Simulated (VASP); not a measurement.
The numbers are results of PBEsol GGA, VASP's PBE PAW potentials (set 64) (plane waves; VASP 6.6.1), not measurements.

VASP input:

POSCAR:
```
Ag
1.0
  0.0000000000   2.0450000000   2.0450000000
  2.0450000000   0.0000000000   2.0450000000
  2.0450000000   2.0450000000   0.0000000000
Ag
1
Cart
  0.0000000000   0.0000000000   0.0000000000
```

### INCAR
```
SYSTEM = Ag
PREC = Accurate
ENCUT = 400
EDIFF = 1E-6
NELM = 100
ALGO = Normal
LREAL = .FALSE.
LASPH = .TRUE.
ISMEAR = 1
SIGMA = 0.1
GGA = PS
LMAXMIX = 4
LWAVE = .FALSE.
LCHARG = .FALSE.
IBRION = 2
ISIF = 3
NSW = 60
EDIFFG = -0.01
```

KPOINTS:
```
Automatic
0
gamma
14 14 14
```

POTCAR, in this order: Ag (PBE.64 set). Program: vasp_std.

Output of the run:

File OUTCAR:
```
 ion  position               nearest neighbor table
   1  0.000  0.000  0.000-
  LATTYP: Found a face centered cubic cell.
 ALAT       =     4.0900000000
 Subroutine PRICEL returns:
 Original cell was already a primitive cell.
 Subroutine GETGRP returns: Found 48 space group operations
The static configuration has the point symmetry O_h .
The dynamic configuration has the point symmetry O_h .
 Subroutine INISYM returns: Found 48 space group operations
 Subroutine IBZKPT returns following result:
 Found    104 irreducible k-points:

 Following reciprocal coordinates:
            Coordinates               Weight
  0.000000  0.000000  0.000000      1.000000
  0.071429  0.000000  0.000000      8.000000
  0.142857  0.000000  0.000000      8.000000
  0.214286  0.000000  0.000000      8.000000
  0.285714  0.000000  0.000000      8.000000
  0.357143  0.000000  0.000000      8.000000
  0.428571  0.000000  0.000000      8.000000
  0.500000  0.000000  0.000000      4.000000
  0.071429  0.071429  0.000000      6.000000
  0.142857  0.071429  0.000000     24.000000
  0.214286  0.071429  0.000000     24.000000
  0.285714  0.071429  0.000000     24.000000
  0.357143  0.071429  0.000000     24.000000
  0.428571  0.071429  0.000000     24.000000
  0.500000  0.071429  0.000000     24.000000
 -0.428571  0.071429  0.000000     24.000000
 -0.357143  0.071429  0.000000     24.000000
 -0.285714  0.071429  0.000000     24.000000
 -0.214286  0.071429  0.000000     24.000000
 -0.142857  0.071429  0.000000     24.000000
 -0.071429  0.071429  0.000000     12.000000
  0.142857  0.142857  0.000000      6.000000
  0.214286  0.142857  0.000000     24.000000
  0.285714  0.142857  0.000000     24.000000
  0.357143  0.142857  0.000000     24.000000
...
```

### OSZICAR
```
       N       E                     dE             d eps       ncg     rms          rms(c)
DAV:   1     0.321242920830E+02    0.32124E+02   -0.49740E+03  2048   0.884E+02
DAV:   2    -0.337931865364E+01   -0.35504E+02   -0.33219E+02  1919   0.175E+02
DAV:   3    -0.365419723376E+01   -0.27488E+00   -0.27479E+00  2206   0.183E+01
DAV:   4    -0.365467261459E+01   -0.47538E-03   -0.47537E-03  2024   0.728E-01
DAV:   5    -0.365467590481E+01   -0.32902E-05   -0.32902E-05  2150   0.567E-02    0.551E+00
DAV:   6    -0.331821073218E+01    0.33647E+00   -0.16503E+00  1905   0.137E+01    0.329E+00
DAV:   7    -0.330823188403E+01    0.99788E-02   -0.11822E-02  2002   0.113E+00    0.187E+00
DAV:   8    -0.330426972411E+01    0.39622E-02   -0.70589E-04  1897   0.245E-01    0.847E-02
DAV:   9    -0.330427748586E+01   -0.77618E-05   -0.80552E-06  2143   0.253E-02    0.141E-02
DAV:  10    -0.330428163604E+01   -0.41502E-05   -0.18805E-06  1990   0.154E-02    0.751E-03
DAV:  11    -0.330428144504E+01    0.19100E-06   -0.60682E-08   973   0.269E-03
   1 F= -.33042814E+01 E0= -.33042522E+01  d E =-.330428E+01
       N       E                     dE             d eps       ncg     rms          rms(c)
DAV:   1    -0.378111249599E+01   -0.47683E+00   -0.87097E+00  1896   0.357E+01    0.440E+00
DAV:   2    -0.331739514618E+01    0.46372E+00   -0.22680E+00  1889   0.161E+01    0.108E+00
DAV:   3    -0.330899387723E+01    0.84013E-02   -0.15465E-02  1932   0.121E+00    0.687E-01
DAV:   4    -0.330649788888E+01    0.24960E-02   -0.42639E-03  1963   0.510E-01    0.734E-02
DAV:   5    -0.330647808999E+01    0.19799E-04   -0.23286E-05  1992   0.482E-02    0.371E-02
DAV:   6    -0.330648270970E+01   -0.46197E-05   -0.13121E-06  1996   0.105E-02    0.488E-03
DAV:   7    -0.330648291230E+01   -0.20259E-06   -0.26281E-08  1025   0.163E-03
   2 F= -.33064829E+01 E0= -.33065450E+01  d E =-.220147E-02
       N       E                     dE             d eps       ncg     rms          rms(c)
DAV:   1    -0.339716599088E+01   -0.90683E-01   -0.16505E+00  1897   0.159E+01    0.191E+00
DAV:   2    -0.331309831382E+01    0.84068E-01   -0.35958E-01  1892   0.655E+00    0.654E-01
DAV:   3    -0.331089598708E+01    0.22023E-02   -0.53065E-03  1933   0.729E-01    0.429E-01
DAV:   4    -0.331033115546E+01    0.56483E-03   -0.69821E-04  1976   0.233E-01    0.154E-02
DAV:   5    -0.331033395642E+01   -0.28010E-05   -0.17002E-05  2047   0.379E-02    0.790E-03
DAV:   6    -0.331033471941E+01   -0.76299E-06   -0.10207E-06  1946   0.116E-02
   3 F= -.33103347E+01 E0= -.33104159E+01  d E =-.605327E-02
```

### OUTCAR
```
------------------------ aborting loop because EDIFF is reached ----------------------------------------
  FORCE on cell =-STRESS in cart. coord.  units (eV):
  Direction    XX          YY          ZZ          XY          YZ          ZX
  --------------------------------------------------------------------------------------
  Total       -0.0011968     -0.0011968     -0.0011968     -0.0000000      0.0000000      0.0000000
  in kB       -0.1156583     -0.1156583     -0.1156583     -0.0000000      0.0000000      0.0000000
  external PRESSURE =      -0.1156583 kB  Pullay stress =       0.0000000 kB
  volume of cell :       16.58
      direct lattice vectors                 reciprocal lattice vectors
     0.000000000  2.023842665  2.023842665    -0.247054778  0.247054778  0.247054778
     2.023842665 -0.000000000  2.023842665     0.247054778 -0.247054778  0.247054778
     2.023842665  2.023842665  0.000000000     0.247054778  0.247054778 -0.247054778
 POSITION                                       TOTAL-FORCE (eV/Angst)
 -----------------------------------------------------------------------------------
      0.00000      0.00000      0.00000        -0.000000      0.000000     -0.000000
 -----------------------------------------------------------------------------------
    total drift:                               -0.000000     -0.000000     -0.000000
  FREE ENERGIE OF THE ION-ELECTRON SYSTEM (eV)
  ---------------------------------------------------
  free  energy   TOTEN  =        -3.3103347194 eV

  energy  without entropy=       -3.3105782609  energy(sigma->0) =       -3.31041590

 reached required accuracy - stopping structural energy minimisation
```
(Selected blocks of OUTCAR.)

**CONTCAR**
```
Ag
   1.00000000000000
     0.0000000000000000    2.0238426653831572    2.0238426653831572
     2.0238426653831572   -0.0000000000000000    2.0238426653831572
     2.0238426653831572    2.0238426653831572    0.0000000000000000
  Ag
     1
Direct
     0.0000000000000000    0.0000000000000000    0.0000000000000000
```

Energy and stress use the plane-wave basis of the starting cell.

The compound is Ag in the fcc structure. This run relaxes it. Symmetry was kept, so distortions that lower it aren't found.
